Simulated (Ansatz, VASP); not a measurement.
# Cross-check of Al26In20P20O39 (amorphous Al2O3 against InP(110), 7.2 A) between VASP and Ansatz

One calculation is typed for both programs; each brings its own data sets. How far apart do they land? Of the first pair: The structure shown is the start of the Ansatz relaxation below; VASP solves that cell, so the two are compared at the walk's first step.

Program: Ansatz 0.2.0. Level of theory: plane waves, with VASP 6.6.1 beside it; single point at PBE. Results are calculated unless marked as measured.

## (1) The starting structure

The cell holds 105 atoms: 20 In, 20 P, 26 Al and 39 O. Its edges and angles: a = 11.880 Å, b = 8.400 Å, c = 18.092 Å, α = 90.0°, β = 90.0°, γ = 90.0°. It derives from InP (5 planes of zincblende InP(110)). A slab of 5 planes of zincblende InP(110) (starting lattice constant a = 5.94 A), 11.88 x 8.40 A in plane. 65 atoms (26 Al, 39 O) packed at random between the slab and its periodic image at 3.05 g/cm^3 (a layer of 7.2 A) and pushed apart as soft spheres. Langevin MD at fixed cell with the MACE-MP-0b2 small potential (Batatia et al., arXiv:2401.00096), steps of 1.5 fs: 0.63 ps at 3000 K with the crystal held, 3000 to 550 K in 1.8 ps with the crystal held, 550 to 300 K in 0.9 ps with its inner planes held; soft walls kept the melt out of the crystal while it was held. Then all atoms and the cell's height relaxed. The structure's axis is c.

## (2) Ansatz: relaxation, PBE

Ansatz runs on its default PAW (the set named soft_2) files.

The two programs are compared at the cell with which this relaxation starts, whose forces are those of its first step.

The input, input.yaml:

```yaml
crystal:
  lattice:
    - [11.88, 0.0, 0.0]
    - [0.0, 8.40043, 0.0]
    - [0.0, 0.0, 18.09189]
  atoms:
    - { symbol: In, position: [0.99539, 0.99317, 0.39287] }
    - { symbol: P, position: [0.12229, 0.96098, 0.05752] }
    - { symbol: In, position: [0.25191, 0.72384, 0.0568] }
    - { symbol: P, position: [0.37399, 0.74967, 0.1681] }
    - { symbol: In, position: [0.24574, 0.21394, 0.0525] }
    - { symbol: P, position: [0.37454, 0.2533, 0.16584] }
    - { symbol: In, position: [0.99103, 0.98597, 0.16844] }
    - { symbol: P, position: [0.12372, 0.99395, 0.27971] }
    - { symbol: In, position: [0.99037, 0.49125, 0.16591] }
    - { symbol: P, position: [0.12148, 0.49449, 0.28115] }
    - { symbol: In, position: [0.24724, 0.24559, 0.28133] }
    - { symbol: P, position: [0.37192, 0.24111, 0.40062] }
    - { symbol: In, position: [0.24703, 0.74341, 0.28488] }
    - { symbol: P, position: [0.36825, 0.74405, 0.40583] }
    - { symbol: In, position: [0.99581, 0.49356, 0.39623] }
    - { symbol: P, position: [0.12484, 0.47559, 0.05406] }
    - { symbol: P, position: [0.09655, 0.99125, 0.51412] }
    - { symbol: In, position: [0.23103, 0.75182, 0.52009] }
    - { symbol: In, position: [0.21955, 0.23942, 0.50088] }
    - { symbol: P, position: [0.09976, 0.49168, 0.52094] }
    - { symbol: In, position: [0.4995, 0.98975, 0.41177] }
    - { symbol: P, position: [0.59626, 0.03368, 0.0418] }
    - { symbol: In, position: [0.72846, 0.7964, 0.05488] }
    - { symbol: P, position: [0.86066, 0.73948, 0.1651] }
    - { symbol: In, position: [0.71861, 0.29516, 0.06892] }
    - { symbol: P, position: [0.86801, 0.24228, 0.17058] }
    - { symbol: In, position: [0.49945, 0.00294, 0.16583] }
    - { symbol: P, position: [0.6142, 0.99342, 0.28743] }
    - { symbol: In, position: [0.49976, 0.50453, 0.15708] }
    - { symbol: P, position: [0.61288, 0.49485, 0.28089] }
[... 69 atom lines left out ...]
    - { symbol: O, position: [0.9865, 0.00834, 0.6673] }
    - { symbol: O, position: [0.15442, 0.90994, 0.84468] }
    - { symbol: O, position: [0.85528, 0.93993, 0.999] }
    - { symbol: O, position: [0.55581, 0.2124, 0.84263] }
    - { symbol: O, position: [0.75592, 0.14578, 0.88813] }
    - { symbol: O, position: [0.01094, 0.31963, 0.84815] }
kpoints:
  mp_grid: { grid: [1, 1, 1] }
hamiltonian:
  xc: pbe
scf:
  occupations: { method: fermi_dirac, width: 0.025 }
output:
  forces: true
relax:
  f_tol: 0.04
  max_steps: 250
  cell: { fix: [a, b, alpha, beta, gamma] }
```

Command:

```sh
> ansatz run input.yaml --threads 4 --pin off --max-ram 8192MiB --backend cpu --events-out ev --progress --plain --runs-dir out
```

Numbers of over 12 decimals in the logs are rounded to 6 here.

The program printed:

```text
Engine: ansatz 0.2.0, aarch64-unknown-linux-gnu
Pseudopotentials: kind: paw
Pseudopotential: In, paw, valence charge 13, recommended cutoff 420 eV (normal), In.paw.azcp
Pseudopotential: P, paw, valence charge 5, recommended cutoff 420 eV (normal), P.paw.azcp
Pseudopotential: Al, paw, valence charge 3, recommended cutoff 420 eV (normal), Al.paw.azcp
Pseudopotential: O, paw, valence charge 6, recommended cutoff 420 eV (normal), O.paw.azcp
Functional definition: PBE
  parameter kappa = 0.804
  parameter beta = 0.066725
  exchange = pbe_x(kappa = kappa, mu = beta*pi^2/3)
  correlation = pbe_c(beta = beta)
Crystal: 105 atoms, lattice volume = 1805.518 Å³
Basis set: ecut = 420 eV, 35247 PW (Γ), exchange–correlation on 160×120×250 points (8 copies of the dense FFT grid, shifted against one another)
Bands: 441, of which v1, the nominal top of the filled ones, is band 336 counted from 1 (335 counted from 0)
Symmetry: 1 space group operations
Space group: P1 (ITA 1), of the structure as read, at distance tolerance 1.2e-4 Å
k-points: 1
Non-local potential: In, projectors of the file, l = 0: 2, l = 1: 2, l = 2: 2, l = 3: 2
Non-local potential: P, projectors of the file, l = 0: 2, l = 1: 2, l = 2: 2
Non-local potential: Al, projectors of the file, l = 0: 2, l = 1: 2, l = 2: 1
Non-local potential: O, projectors of the file, l = 0: 2, l = 1: 2, l = 2: 1
PAW form: soft (Blöchl's): semilocal exchange-correlation on the pseudo side does not see the compensation charge
PAW one-centre angular grid: In, 590 points (default); XC on 64 Gauss nodes
PAW one-centre angular grid: P, 110 points (default); XC on 64 Gauss nodes
PAW one-centre angular grid: Al, 110 points (default); XC on 64 Gauss nodes
PAW one-centre angular grid: O, 110 points (default); XC on 64 Gauss nodes
Initial density: superposition of atomic densities (neutral atoms: chi_scale 0, normalization atom), corrected by the library's trained network
Initial wavefunctions: pseudopotential atomic-orbital guess
Functional: x = pbe(κ = 0.804, μ = 0.219515), c = pbe(β = 0.066725)
SCF iter   1: F=—  HF=-163252.578779 eV  |F-HF|=—  |Δ(HF+E_count)|=         —  Δρ=4.37e-3  dr2=7.21e-1  ethr=1.77e-3  ⟨swp⟩=7.0  Hψ=1982  notcnv=0  defer=87
preconditioner: auto → Resta (q_TF=auto, 2.314 Å⁻¹)  ε∞=3.8  [insulator: Δε(μ)=0.497 eV  Ē_g=13.618 eV  σ=0.025 eV  W_gap=1.00  n_scr=382 (ndim 8)  ℏωp=22.7 eV  f_vac=0.034  D(μ)=0.01/eV (n_scr^D=0)  ε∞_Penn≈3.8]
SCF iter   2: F=—  HF=-163252.448983 eV  |F-HF|=—  |Δ(HF+E_count)|=   1.30e-1  Δρ=2.41e-3  dr2=1.11e-1  ethr=1.07e-4  ⟨swp⟩=2.0  Hψ=646  notcnv=0  defer=97
SCF iter   3: F=—  HF=-163252.441976 eV  |F-HF|=—  |Δ(HF+E_count)|=   7.01e-3  Δρ=1.07e-3  dr2=3.09e-2  ethr=1.64e-5  ⟨swp⟩=3.0  Hψ=535  notcnv=0  defer=97
SCF iter   4: F=—  HF=-163252.443213 eV  |F-HF|=—  |Δ(HF+E_count)|=   1.24e-3  Δρ=4.00e-4  dr2=4.62e-3  ethr=4.60e-6  ⟨swp⟩=3.0  Hψ=654  notcnv=0  defer=97
SCF iter   5: F=—  HF=-163252.443516 eV  |F-HF|=—  |Δ(HF+E_count)|=   3.02e-4  Δρ=1.75e-4  dr2=8.38e-4  ethr=6.87e-7  ⟨swp⟩=3.0  Hψ=698  notcnv=0  defer=97
SCF iter   6: F=—  HF=-163252.443730 eV  |F-HF|=—  |Δ(HF+E_count)|=   2.15e-4  Δρ=7.64e-5  dr2=2.01e-4  ethr=1.25e-7  ⟨swp⟩=2.0  Hψ=682  notcnv=0  defer=97
SCF iter   7: F=—  HF=-163252.443789 eV  |F-HF|=—  |Δ(HF+E_count)|=   5.83e-5  Δρ=2.94e-5  dr2=3.56e-5  ethr=2.99e-8  ⟨swp⟩=3.0  Hψ=658  notcnv=0  defer=97
SCF iter   8: F=—  HF=-163252.443164 eV  |F-HF|=—  |Δ(HF+E_count)|=   6.24e-4  Δρ=1.26e-5  dr2=4.24e-6  ethr=5.30e-9  ⟨swp⟩=2.0  Hψ=777  notcnv=0  defer=97
SCF iter   9: F=—  HF=-163252.443168 eV  |F-HF|=—  |Δ(HF+E_count)|=   3.21e-6  Δρ=6.47e-6  dr2=1.00e-6  ethr=6.31e-10  ⟨swp⟩=2.0  Hψ=681  notcnv=0  defer=97
SCF iter  10: F=—  HF=-163252.443168 eV  |F-HF|=—  |Δ(HF+E_count)|=   6.41e-7  Δρ=2.78e-6  dr2=1.97e-7  ethr=1.49e-10  ⟨swp⟩=3.0  Hψ=668  notcnv=0  defer=97
SCF iter  11: F=-163252.443168 eV  HF=-163252.443168 eV  |F-HF|=1.63e-9  |Δ(HF+E_count)|=   7.63e-8  Δρ=1.06e-6  dr2=2.88e-8  ethr=1.49e-11  ⟨swp⟩=4.0  Hψ=1248  notcnv=0
SCF 1 converged in 11 iterations: F = -163252.443168 eV  dr2 = 2.88e-8
  greatest PAW one-centre occupation: 0.984 electrons in one spin orbital (limit 2), on the In atom at site 17 (counted from 0), in its partial waves of l = 2
relax step   1: F+E_penalty+E_count = -163252.44316842 eV  Δ(F+E_penalty+E_count) = +0.000e0 eV  max|allowed force component| = 9.883e-1 eV/Å  Δτ_max = 0.0000 Å  P = -0.396 GPa  Ω = 1805.518 Å³  fix = [a, b, alpha, beta, gamma]  reactions: a -0.997, b -0.776 GPa; alpha -0.133, beta +0.305, gamma +0.784 GPa/rad  (11 SCF iters, dr2 threshold 1.00e-7 eV, accepted)
Crystal: 105 atoms, lattice volume = 1804.978 Å³
Basis set: ecut = 420 eV, 35231 PW (Γ), exchange–correlation on 160×120×250 points (8 copies of the dense FFT grid, shifted against one another)
Initial density: handed on by an earlier stage of this run
[...]
- [11.88, 0, 0]
    - [0, 8.40043, 0]
    - [0, 0, 17.914834]
  atoms:
    - { symbol: In, position: [0.998921, 1.002569, 0.399483] }
    - { symbol: P, position: [0.127647, 0.944544, 0.063076] }
    - { symbol: In, position: [0.250888, 0.702087, 0.059083] }
    - { symbol: P, position: [0.384492, 0.743630, 0.166777] }
    - { symbol: In, position: [0.273949, 0.180140, 0.035596] }
    - { symbol: P, position: [0.373158, 0.249774, 0.161285] }
    - { symbol: In, position: [0.988967, 0.985751, 0.169854] }
    - { symbol: P, position: [0.122996, 1.002675, 0.281852] }
    - { symbol: In, position: [0.991827, 0.490022, 0.158308] }
    - { symbol: P, position: [0.121960, 0.503740, 0.276144] }
    - { symbol: In, position: [0.250365, 0.253885, 0.278767] }
    - { symbol: P, position: [0.375858, 0.251477, 0.396478] }
    - { symbol: In, position: [0.251122, 0.752031, 0.285949] }
    - { symbol: P, position: [0.357567, 0.750955, 0.412729] }
    - { symbol: In, position: [1.002975, 0.510693, 0.396725] }
    - { symbol: P, position: [0.143979, 0.437535, 0.053598] }
    - { symbol: P, position: [0.107073, 1.032849, 0.520261] }
    - { symbol: In, position: [0.225018, 0.783610, 0.537283] }
    - { symbol: In, position: [0.221498, 0.273415, 0.492441] }
    - { symbol: P, position: [0.098993, 0.514516, 0.526791] }
    - { symbol: In, position: [0.498921, 0.989496, 0.410436] }
    - { symbol: P, position: [0.580134, 0.037077, 0.027386] }
    - { symbol: In, position: [0.722701, 0.809020, 0.050248] }
    - { symbol: P, position: [0.857597, 0.740796, 0.158781] }
    - { symbol: In, position: [0.719216, 0.274054, 0.064641] }
    - { symbol: P, position: [0.861376, 0.242970, 0.168837] }
    - { symbol: In, position: [0.498465, 0.00333915, 0.164025] }
    - { symbol: P, position: [0.615392, 0.993977, 0.285530] }
    - { symbol: In, position: [0.504623, 0.494067, 0.152687] }
    - { symbol: P, position: [0.617899, 0.495972, 0.275716] }
    - { symbol: In, position: [0.740180, 0.245048, 0.286058] }
    - { symbol: P, position: [0.878048, 0.256334, 0.393362] }
    - { symbol: In, position: [0.743795, 0.745266, 0.281794] }
    - { symbol: P, position: [0.872347, 0.753489, 0.397504] }
    - { symbol: In, position: [0.489525, 0.510267, 0.393287] }
    - { symbol: P, position: [0.616014, 0.528137, 0.012947] }
    - { symbol: P, position: [0.622910, 0.996547, 0.531000] }
    - { symbol: In, position: [0.757224, 0.754059, 0.518421] }
    - { symbol: In, position: [0.739681, 0.242093, 0.499227] }
    - { symbol: P, position: [0.625463, 0.503705, 0.505488] }
    - { symbol: Al, position: [0.931101, 0.476561, 0.610286] }
    - { symbol: Al, position: [0.528218, 0.987009, 0.879594] }
    - { symbol: Al, position: [0.011003, 0.798920, 0.830177] }
    - { symbol: Al, position: [0.400185, 0.070652, 0.629326] }
    - { symbol: Al, position: [0.116284, 0.111447, 0.848456] }
    - { symbol: Al, position: [0.490628, 0.579297, 0.903835] }
    - { symbol: Al, position: [0.310311, 0.832882, 0.858997] }
    - { symbol: Al, position: [0.524765, 0.256305, 0.752775] }
    - { symbol: Al, position: [0.882201, 0.146132, 0.954702] }
    - { symbol: Al, position: [0.993421, 0.881660, 0.976301] }
    - { symbol: Al, position: [0.640693, 0.573775, 0.745109] }
    - { symbol: Al, position: [0.855288, 0.141267, 0.666933] }
    - { symbol: Al, position: [0.088021, 0.388713, 0.759680] }
    - { symbol: Al, position: [0.891538, 0.806061, 0.696133] }
    - { symbol: Al, position: [0.174966, 0.677450, 0.729815] }
    - { symbol: Al, position: [0.778994, 0.045558, 0.813319] }
    - { symbol: Al, position: [0.861090, 0.425532, 0.779022] }
    - { symbol: Al, position: [0.942827, 0.477398, 0.923374] }
    - { symbol: Al, position: [0.358163, 0.248962, 0.856294] }
    - { symbol: Al, position: [0.309075, 0.356745, 0.670631] }
    - { symbol: Al, position: [0.122703, 0.034596, 0.666984] }
    - { symbol: Al, position: [0.514750, 0.433423, 0.606022] }
    - { symbol: Al, position: [0.220628, 0.500492, 0.902233] }
    - { symbol: Al, position: [0.676372, 0.354159, 0.888154] }
    - { symbol: Al, position: [0.621575, 0.926951, 0.710586] }
    - { symbol: Al, position: [0.408758, 0.731234, 0.682443] }
    - { symbol: O, position: [0.017404, 0.709541, 0.741346] }
    - { symbol: O, position: [0.158720, 0.554139, 0.816667] }
    - { symbol: O, position: [0.394816, 0.539864, 0.642778] }
    - { symbol: O, position: [0.592446, 0.399280, 0.693571] }
    - { symbol: O, position: [0.589660, 0.509733, 0.834469] }
    - { symbol: O, position: [0.380242, 0.307202, 0.759425] }
    - { symbol: O, position: [0.560164, 0.734158, 0.704866] }
    - { symbol: O, position: [0.377091, 0.035119, 0.862831] }
    - { symbol: O, position: [0.512821, 0.071703, 0.701729] }
    - { symbol: O, position: [1.004575, 0.060758, 0.912213] }
    - { symbol: O, position: [0.390275, 0.868207, 0.608446] }
    - { symbol: O, position: [0.643449, 0.948391, 0.810745] }
    - { symbol: O, position: [0.266197, 0.700046, 0.935069] }
    - { symbol: O, position: [0.211608, 0.261482, 0.880979] }
    - { symbol: O, position: [0.885173, 0.902165, 0.801379] }
    - { symbol: O, position: [0.894261, 0.334817, 0.995017] }
    - { symbol: O, position: [0.186620, 0.471395, 0.688382] }
    - { symbol: O, position: [0.785327, 0.598061, 0.738566] }
    - { symbol: O, position: [0.175132, 0.830850, 0.659080] }
    - { symbol: O, position: [0.107727, 0.169717, 0.753306] }
    - { symbol: O, position: [0.424895, 0.267300, 0.596147] }
    - { symbol: O, position: [0.971504, 0.707552, 0.918507] }
    - { symbol: O, position: [0.963394, 0.406544, 0.700853] }
    - { symbol: O, position: [0.848037, 0.291267, 0.594982] }
[...]
- { symbol: O, position: [0.471916, 0.783834, 0.888763] }
    - { symbol: O, position: [0.322974, 0.744991, 0.764171] }
    - { symbol: O, position: [0.967909, 0.00140831, 0.665395] }
    - { symbol: O, position: [0.152188, 0.900831, 0.839740] }
    - { symbol: O, position: [0.861558, 0.961956, 1.004942] }
    - { symbol: O, position: [0.550994, 0.216644, 0.852648] }
    - { symbol: O, position: [0.760256, 0.160838, 0.897530] }
    - { symbol: O, position: [-0.014052, 0.376667, 0.838244] }
```

Reading the cycles: dr2 is the Hartree energy of the density residual (eV), the measure of convergence; HF is the Harris–Foulkes estimate of the energy, which meets the free energy F at convergence.

## (3) VASP: single point, PBE, start cell, pair 1

The same cell, functional, mesh and smearing now go to VASP, with its own data sets.

Lines of VASP's logs that name or quote its potential files are left out, and so is its time.

The input, INCAR:

```
SYSTEM = Al26In20P20O39
PREC = Accurate
ENCUT = 520
EDIFF = 1E-06
NELM = 120
ISMEAR = -1
SIGMA = 0.025
LREAL = Auto
ALGO = Normal
GGA = PE
NBANDS = 416
LORBIT = 11
LWAVE = .FALSE.
LCHARG = .FALSE.
ISIF = 2
LASPH = .TRUE.
GGA_COMPAT = .FALSE.
EFERMI = MIDGAP
NCORE = 2
```

The input, POSCAR:

```
Al26In20P20O39
1.0
   11.8800000000      0.0000000000      0.0000000000
    0.0000000000      8.4004300000      0.0000000000
    0.0000000000      0.0000000000     18.0918900000
In P Al O
20 20 26 39
Direct
    0.9953872054      0.9931753494      0.3928721654
    0.2519107744      0.7238438985      0.0567989303
    0.2457407407      0.2139414292      0.0524986610
    0.9910269360      0.9859733371      0.1684401132
    0.9903703704      0.4912486623      0.1659085922
    0.2472390572      0.2455945708      0.2813304746
    0.2470286195      0.7434143252      0.2848790259
    0.9958080808      0.4935580679      0.3962327872
    0.2310269360      0.7518186569      0.5200893881
    0.2195538721      0.2394163156      0.5008818869
    0.4995033670      0.9897469534      0.4117701357
    0.7284595960      0.7963997081      0.0548809439
    0.7186111111      0.2951634619      0.0689203837
    0.4994528620      0.0029403257      0.1658312095
    0.4997558923      0.5045336965      0.1570814326
    0.7372390572      0.2441660725      0.2836574841
    0.7378619529      0.7430929131      0.2826072898
    0.4954629630      0.4954389240      0.4021802034
    0.7673905724      0.7397478462      0.5152198029
    0.7454882155      0.2460945452      0.5058675462
    0.1222895623      0.9609746168      0.0575174844
    0.3739898990      0.7496759094      0.1680974182
    0.3745370370      0.2532965574      0.1658422641
    0.1237205387      0.9939491193      0.2797109644
    0.1214814815      0.4944865918      0.2811480724
    0.3719191919      0.2411067053      0.4006214939
    0.3682491582      0.7440452453      0.4058282468
    0.1248400673      0.4755947017      0.0540573705
    0.0965488215      0.9912468766      0.5141198625
    0.0997558923      0.4916772118      0.5209405982
[... 69 atom lines left out ...]
    0.9864983165      0.0083448109      0.6672989942
    0.1544191919      0.9099415149      0.8446823411
    0.8552777778      0.9399280751      0.9990001045
    0.5558080808      0.2124057935      0.8426316985
    0.7559175084      0.1457782518      0.8881327490
    0.0109427609      0.3196264953      0.8481479823
```

The input, KPOINTS:

```
Automatic mesh
0
Gamma
1 1 1
0 0 0
```

PAW data sets: In_d, P, Al and O (PBE family, release 64).

Command:

```sh
> mpirun -np 8 vasp_gam
```

The program printed:

```text
[banner, memory and clock lines left out]
running    8 mpi-ranks, on    1 nodes
[...]
LDA part: xc-table for (Slater+PW92), standard interpolation
 POSCAR, INCAR and KPOINTS ok, starting setup
[...]
entering main loop
       N       E                     dE             d eps       ncg     rms          rms(c)
DAV:   1     0.110312370806E+05    0.11031E+05   -0.29899E+05   832   0.193E+03
DAV:   2     0.198567546731E+04   -0.90456E+04   -0.86721E+04   864   0.547E+02
DAV:   3    -0.355506088584E+03   -0.23412E+04   -0.21609E+04   888   0.263E+02
DAV:   4    -0.693205484251E+03   -0.33770E+03   -0.32989E+03  1168   0.977E+01
[...]
DAV:  19    -0.624249226783E+03    0.96326E-06   -0.65895E-05   824   0.166E-02    0.171E-02
DAV:  20    -0.624249225480E+03    0.13030E-05   -0.56719E-05   976   0.129E-02    0.763E-03
DAV:  21    -0.624249225258E+03    0.22203E-06   -0.87653E-06   752   0.568E-03
   1 F= -.62424923E+03 E0= -.62424918E+03  d E =-.964809E-04
```

Parts of OUTCAR (step 3):

```text
  Total      -12.0001868     -9.4856041      5.6535727     -8.9603881      1.5660342     -3.5782248
  in kB      -10.6487025     -8.4173170      5.0168564     -7.9512518      1.3896644     -3.1752382
  external PRESSURE =      -4.6830543 kB  Pullay stress =       0.0000000 kB

 POSITION                                       TOTAL-FORCE (eV/Angst)
 -----------------------------------------------------------------------------------
     11.82520      8.34310      7.10780         0.188791     -0.064943      0.109229
      2.99270      6.08060      1.02760        -0.216217     -0.076016     -0.224867
      2.91940      1.79720      0.94980         0.108770      0.162462     -0.068465
     11.77340      8.28260      3.04740         0.009893     -0.127629      0.092097
     11.76560      4.12670      3.00160        -0.237542      0.056061      0.179526
      2.93720      2.06310      5.08980         0.248237     -0.048702      0.068288
      2.93470      6.24500      5.15400         0.131915      0.011720      0.154963
     11.83020      4.14610      7.16860         0.052327      0.028933     -0.028189
      2.74460      6.31560      9.40940        -0.465339      0.392909     -0.161571
[...]
10.35620      1.05120     17.16960         0.165502     -0.204820     -0.168322
     11.72580      7.20000     17.64940         0.252986      0.519309     -0.046900
      7.49440      5.22920     13.63570         0.074001      0.209567     -0.065132
     10.27360      1.07160     12.03650         0.336133     -0.183798     -0.095721
[...]
-----------------------------------------------------------------------------------
    total drift:                                0.029828     -0.021081      0.000189

  FREE ENERGIE OF THE ION-ELECTRON SYSTEM (eV)
  ---------------------------------------------------
  free  energy   TOTEN  =      -624.2492252580 eV

  energy  without entropy=     -624.2491287771  energy(sigma->0) =     -624.24917702

[... 3 further parts left out ...]
[key lines of the parts left out:]
E-fermi :   5.5296
```

The run ends at a pressure of -0.47 GPa, with forces up to 1.3 eV/Å.

[end of part 1 of 2]

[Lines on the potential files, build, host, timing and source positions are cut from VASP's logs without a mark.]

[Logs are printed without paths, hosts, clocks, repeated set-up lines and the standing remarks that a program may print on its own settings, such as how far it seeks lower states.]

[Hosts, paths, dates, database ids (printed as entryN), source tags and the programs' standing remarks are cut or masked in the printed files.]
